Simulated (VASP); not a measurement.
Input:

```
CELL_PARAMETERS angstrom
      1.91307    -3.31353     0.00000
      1.91307     3.31353     0.00000
      0.00000     0.00000     4.95267
ATOMIC_POSITIONS crystal
  Ni 0.00000 0.00000 0.50000
  Ni 0.00000 0.00000 0.00000
  Sb 0.33333 0.66667 0.25000
  Sb 0.66667 0.33333 0.75000
```

Method: revTPSS meta-GGA, VASP's PBE PAW potentials (set 64) (plane waves; VASP). Numerical set-up: 520 eV cut-off, 9×9×6 Γ-centred mesh, first-order Methfessel-Paxton smearing of 0.10 eV, potentials Ni Sb.

### Question
Give the stress tensor in GPa (positive for a compressed cell).

### Answer

```
9.50  0.00  0.00
0.00  9.50  0.00
0.00  0.00  9.61
```
The pressure is its mean diagonal, 9.54 GPa.

The compound is NiSb in the NiAs type structure. This cell is one point of a volume scan, at 0.94 of the reference volume. The run is not spin-polarised, so no magnetic state was tried.
